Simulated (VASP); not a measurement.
Runs of VASP 6.6.1 on BiTe. Symmetry: R-3m, No. 166, trigonal system. Conventional cell: a = 4.845 Å, b = 4.845 Å, c = 9.952 Å, α = 90.00°, β = 90.00°, γ = 120.00°. Bi (site symmetry -3m) has 6 Te at 3.25 Å as nearest neighbours. Te (site symmetry -3m) is surrounded by 6 Bi at 3.25 Å. The cell comes from a database or a generator and needn't be the stable form of this composition.

```csv
task,level,potentials or basis,cell,k mesh,cutoff (eV),smearing,ladder,gap on the mesh (eV),pressure (GPa)
relaxation of cell and atoms,PBEsol,"VASP PAW PBE potentials, release 64 (Bi_d, Te)",relaxed,6 × 6 × 6,600,fermi-dirac 0.05 eV,gaps,none,0.0
electron localisation function,PBE,"VASP PAW PBE potentials, release 64 (Bi_d, Te)",as given,7 × 7 × 7,520,gaussian 0.02 eV,-,none,(a)
single point,PBE,"VASP PAW PBE potentials, release 64 (Bi_d_GW, Te_GW)",as given,5 × 5 × 5,500,gaussian 0.02 eV,-,none,-0.2
core levels,LDA,"VASP PAW LDA potentials, release 64 (Bi_d, Te)",as given,7 × 7 × 7,520,gaussian 0.02 eV,-,none,-3.3
single point,PBEsol,"VASP PAW PBE potentials, release 64 (Bi, Te)",as given,7 × 7 × 7,500,gaussian 0.02 eV,-,none,-2.3
```

Alike in all rows: no spin polarisation.

Problem. Fill in the values left out.

Solution. (a) 0.1.

Caveats: spin-orbit coupling is left out, which moves the levels of the heavy elements; the PAW data sets were made with another functional, which shifts forces and pressure a little (some runs).

A k mesh can miss the band edges, and the runs leave out spin-orbit coupling on Bi, Te.

A gap of «none» marks a metal or a gap under the smearing width.

Not every run made on this cell is shown here.
